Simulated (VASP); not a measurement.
These are vdW-DF2, VASP's PBE PAW potentials (set 64) (plane waves; VASP) values and carry that method's errors.

Input for VASP

### INCAR
```
SYSTEM = ZnS
PREC = Accurate
ENCUT = 520
EDIFF = 1E-7
NELM = 100
ALGO = Normal
LREAL = .FALSE.
LASPH = .TRUE.
ISMEAR = 0
SIGMA = 0.05
GGA = ML
ZAB_VDW = -1.8867
LUSE_VDW = .TRUE.
AGGAC = 0.0
LMAXMIX = 4
LWAVE = .FALSE.
LCHARG = .FALSE.
LORBIT = 11
ICHARG = 11
```

File POSCAR:
```
ZnS
1
    0.0000000000     2.7858062056     2.7858062056
    2.7858062056     0.0000000000     2.7858062056
    2.7858062056     2.7858062056     0.0000000000
Zn S
1 1
Direct
  0.0000000000   0.0000000000   0.0000000000
  0.2500000000   0.2500000000   0.2500000000
```

**KPOINTS**
```
k-points along high-symmetry lines
15
Line-mode
Reciprocal
  0.000000   0.000000   0.000000 ! GAMMA
 -0.500000  -0.500000   0.000000 ! X

 -0.500000  -0.500000   0.000000 ! X
 -0.375000  -0.375000   0.250000 ! U

 -0.375000   0.000000   0.375000 ! K
  0.000000   0.000000   0.000000 ! GAMMA

  0.000000   0.000000   0.000000 ! GAMMA
  0.000000   0.000000   0.500000 ! L

  0.000000   0.000000   0.500000 ! L
 -0.500000  -0.250000   0.250000 ! W

 -0.500000  -0.250000   0.250000 ! W
 -0.500000  -0.500000   0.000000 ! X
```

POTCAR, in this order: Zn S (PBE.64 set). Program: vasp_std. Read from the step before: CHGCAR.

What VASP printed:

File OSZICAR:
```
       N       E                     dE             d eps       ncg     rms          rms(c)
DAV:   1     0.929980116293E+02    0.92998E+02   -0.93211E+03  2345   0.163E+03
DAV:   2     0.531323526032E+01   -0.87685E+02   -0.83086E+02  2605   0.285E+02
DAV:   3    -0.818152541306E+00   -0.61314E+01   -0.60820E+01  2855   0.744E+01
DAV:   4    -0.891698649566E+00   -0.73546E-01   -0.73518E-01  2625   0.849E+00
DAV:   5    -0.892804312386E+00   -0.11057E-02   -0.11056E-02  2835   0.986E-01
DAV:   6    -0.892829381246E+00   -0.25069E-04   -0.25069E-04  2730   0.151E-01
DAV:   7    -0.892830099516E+00   -0.71827E-06   -0.71830E-06  2845   0.245E-02
DAV:   8    -0.892830120967E+00   -0.21451E-07   -0.21428E-07  2610   0.435E-03
   1 F= -.89283012E+00 E0= -.89283012E+00  d E =-.573690E-12
```

File OUTCAR:
```
 val. band max:        1.2248884275   @ k =   0.0000   0.0000   0.0000

 cond. band min:       2.7742476907   @ k =   0.0000   0.0000   0.0000



 k-point     1 :       0.0000    0.0000    0.0000
  band No.  band energies     occupation
      1     -11.3290      2.00000
      2      -4.9317      2.00000
      3      -4.9317      2.00000
      4      -4.9317      2.00000
      5      -4.5612      2.00000
      6      -4.5612      2.00000
      7       1.2249      2.00000
      8       1.2249      2.00000
      9       1.2249      2.00000
     10       2.7742      0.00000
     11       7.7168      0.00000
     12       7.7168      0.00000
     13       7.7168      0.00000

 k-point     2 :      -0.0357   -0.0357    0.0000
  band No.  band energies     occupation
      1     -11.3181      2.00000
      2      -4.9322      2.00000
      3      -4.9290      2.00000
      4      -4.9290      2.00000
      5      -4.5622      2.00000
      6      -4.5605      2.00000
      7       1.0761      2.00000
      8       1.1946      2.00000
      9       1.1946      2.00000
     10       2.9340      0.00000
     11       7.6437      0.00000
     12       7.7635      0.00000
     13       7.7636      0.00000

 k-point     3 :      -0.0714   -0.0714    0.0000
  band No.  band energies     occupation
      1     -11.2857      2.00000
      2      -4.9337      2.00000
      3      -4.9213      2.00000
      4      -4.9213      2.00000
      5      -4.5653      2.00000
      6      -4.5584      2.00000
      7       0.7391      2.00000
      8       1.1072      2.00000
      9       1.1072      2.00000
     10       3.3012      0.00000
     11       7.4449      0.00000
     12       7.9005      0.00000
     13       7.9006      0.00000

 k-point     4 :      -0.1071   -0.1071    0.0000
  band No.  band energies     occupation
      1     -11.2330      2.00000
      2      -4.9356      2.00000
      3      -4.9086      2.00000
      4      -4.9086      2.00000
...
```

The density is held fixed in this step, so its total energy and stress have no physical meaning.

The compound is ZnS in the zinc blende structure. It was relaxed first, which changed the volume by +9 %.
